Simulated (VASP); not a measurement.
An input for Ansatz (written as the equivalent of a VASP run, and not itself run):

Ansatz 0.2 input:
```yaml
crystal:
  lattice:
    - [3.4096300, 0.0000000, 0.0000000]
    - [0.0000000, 3.4096300, 0.0000000]
    - [0.0000000, 0.0000000, 3.4096300]
  atoms:
    - { symbol: Lu, position: [0.0033420, 0.0059420, 0.0005050] }
    - { symbol: Pd, position: [0.4966580, 0.4940580, 0.4994950] }
kpoints:
  mp_grid: { grid: [7, 7, 7] }
hamiltonian:
  xc: pbesol
  pseudopotentials: { kind: paw }
scf:
  occupations: { method: gaussian, width: 0.136 }
  max_iter: 100
output: { forces: true, stress: true, eigenvalues: true }
```

**Question.** Write the VASP files for the same calculation (PBEsol).

**Answer.** One answer among several that fit: 
### POSCAR
```
LuPd
1
    3.4096300000     0.0000000000     0.0000000000
    0.0000000000     3.4096300000     0.0000000000
    0.0000000000     0.0000000000     3.4096300000
Lu Pd
1 1
Direct
  0.0033420000   0.0059420000   0.0005050000
  0.4966580000   0.4940580000   0.4994950000
```

File KPOINTS:
```
Automatic
0
Gamma
  7 7 7
```

**INCAR**
```
SYSTEM = LuPd
PREC = Accurate
ENCUT = 300
EDIFF = 1E-6
NELM = 100
ALGO = Normal
LREAL = .FALSE.
LASPH = .TRUE.
ISMEAR = 0
SIGMA = 0.136
GGA = PS
LMAXMIX = 6
LWAVE = .FALSE.
LCHARG = .FALSE.
ISIF = 2
```

POTCAR, in this order: Lu_3 Pd (PBE.64 set). Program: vasp_std.

The two are equivalent in intent, not identical: each code has its own PAW files, so the cut-off isn't converted (ENCUT is set for VASP's; basis.ecutwfc is left out, and Ansatz then takes the one that its files recommend); Ansatz stops its SCF on the density residual and VASP on the energy change (EDIFF).

The structure comes from a computed database's LuPd entry; how it stands against other phases isn't given here. The cell was not relaxed at this level, atoms are displaced from their ideal sites.
